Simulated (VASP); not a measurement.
The system is Pd.

```
Pd
1.0
     0.00000    1.94650    1.94650
     1.94650    0.00000    1.94650
     1.94650    1.94650    0.00000
Pd
1
Cartesian
  0.0000 0.0000 0.0000
```

| Property | Result |
| --- | --- |
| Program | VASP 6.6.1 |
| Task | relaxation of cell and atoms |
| Functional | PBE |
| Potentials or basis | VASP PAW PBE potentials, release 64 (Pd) |
| Cutoff | 600 eV |
| k mesh | 16 × 16 × 16 |
| Occupations | methfessel-paxton, width 0.1 eV |
| Spin | no spin polarisation |

At the start: pressure 6.7 GPa; volume 14.75 Å³/atom.

**Question.** How do energy, volume and symmetry change on relaxing?

**Answer.** Over 3 steps the energy falls by 10.9 meV/atom and the volume is 15.30 Å³/atom (+3.7 %); space group Fm-3m (No. 225, to 0.05 Å).

Step by step:
```tsv
step	energy change (eV)	largest force (eV/Å)	pressure (GPa)	volume (Å³)
1	0.0000	0.0000	6.74	14.75
2	0.0101	0.0000	-7.70	16.11
3	-0.0109	0.0000	-0.07	15.30
```

Final structure:
```cif
data_structure
_symmetry_space_group_name_H-M 'P 1'
_symmetry_Int_Tables_number 1
_cell_length_a 2.7864
_cell_length_b 2.7864
_cell_length_c 2.7864
_cell_angle_alpha 60.000
_cell_angle_beta 60.000
_cell_angle_gamma 60.000
_cell_volume 15.30
loop_
_atom_site_label
_atom_site_type_symbol
_atom_site_fract_x
_atom_site_fract_y
_atom_site_fract_z
_atom_site_occupancy
Pd1 Pd 0.00000 0.00000 0.00000 1
```
